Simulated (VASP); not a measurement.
Consider the following.

```
SnTe
1.0
    0.00000     3.16000     3.16000
    3.16000     0.00000     3.16000
    3.16000     3.16000     0.00000
Sn Te
1 1
Direct
  0.00000   0.00000   0.00000
  0.50000   0.50000   0.50000
```

These are LDA (Ceperley-Alder, Perdew-Zunger), VASP's LDA PAW potentials (set 64) (plane waves; VASP) values and carry that method's errors. Run with 520 eV cut-off, 7×7×7 Γ-centred mesh, Gaussian smearing of 0.050 eV, potentials Sn_d Te.

Energy and stress use the plane-wave basis of the starting cell.

Question: The ions, cell shape and volume are relaxed. Which structure does the run end with?

Answer: 
```
SnTe
1.0
    0.00000     3.11719     3.11719
    3.11719     0.00000     3.11719
    3.11719     3.11719     0.00000
Sn Te
1 1
Direct
  0.00000   0.00000   0.00000
  0.50000   0.50000   0.50000
```
Space group Fm-3m (225), at a tolerance of 0.03 Å.

Question: How do energy and volume change from the first to the last step?

Answer: The energy (σ→0) changes by -7.7 meV/atom and the volume by -4.0 %, in 3 ionic steps.

```csv
step,E(σ→0) (eV),max force (eV/Å),pressure (GPa),volume (Å³)
1,-8.8239,0.000,-1.91,63.11
2,-8.8375,0.000,0.72,59.74
3,-8.8394,0.000,0.00,60.58
```

The compound is SnTe in the rock salt structure, which distorts at low temperature. This run relaxes it. Symmetry was kept, so distortions that lower it aren't found.
